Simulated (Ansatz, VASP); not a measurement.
Ge5I3 in VASP and in Ansatz

```
CELL_PARAMETERS angstrom
6.08682 0.00000 0.00000
0.00000 6.08682 0.00000
0.00000 0.00000 6.08682
ATOMIC_POSITIONS crystal
Ge 0.00000 0.50000 0.50000
Ge 0.50000 0.00000 0.50000
Ge 0.50000 0.50000 0.00000
Ge 0.00000 0.00000 0.00000
Ge 0.50000 0.50000 0.50000
I 0.50000 0.00000 0.00000
I 0.00000 0.50000 0.00000
I 0.00000 0.00000 0.50000
```

Alike in both runs: functional PBE; k mesh 4 × 4 × 4; occupations gaussian, width 0.1 eV; no spin polarisation.

Ansatz relaxed the structure, and its values are those at the end. VASP's run is a single point on that final structure, the one shown.

```csv
,VASP,Ansatz
version,VASP 6.6.1,Ansatz 0.2.0
potentials or method,"VASP PAW PBE potentials, release 64 (Ge_d, I)","scalar-relativistic, plane waves, PAW"
plane-wave cutoff (eV),520,420
valence electrons in the cell,91,121
```

|  | VASP | Ansatz | Ansatz less VASP |
| --- | --- | --- | --- |
| gap on the k mesh at the Fermi level (eV) | none | none | - |
| pressure (GPa) | 0.1 | 0.1 | +0.02 |

A gap of «none» marks a metal or a gap that the smearing closes. The two sets of potentials don't hold the same shells in valence.

Caveats: an odd number of electrons without spin polarisation forces a metal; a magnetic or distorted state may lie lower. The runs have no spin-orbit coupling, so splittings on I are missing.
